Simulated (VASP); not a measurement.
Given:

```xyz
2
Lattice="3.0090 0.0000 0.0000 0.0000 3.0090 0.0000 0.0000 0.0000 3.0090" Properties=species:S:1:pos:R:3 pbc="T T T"
Zn     1.5045     1.5045     1.5045
Cu     0.0000     0.0000     0.0000
```

Computed with PBE GGA, VASP's PBE PAW potentials (set 64) (plane waves; VASP). Numerical set-up: 400 eV cut-off, 9×9×9 Γ-centred mesh, first-order Methfessel-Paxton smearing of 0.10 eV, potentials Zn Cu.

Q: Give the stress tensor in GPa (positive for a compressed cell).

A: 
```
-4.56   0.00   0.00
 0.00  -4.56   0.00
 0.00   0.00  -4.56
```
The pressure is its mean diagonal, -4.56 GPa.

The compound is CuZn in the CsCl type structure. The cell was not relaxed at this level. The electron count is odd and the run is not spin-polarised, which forces a metal.
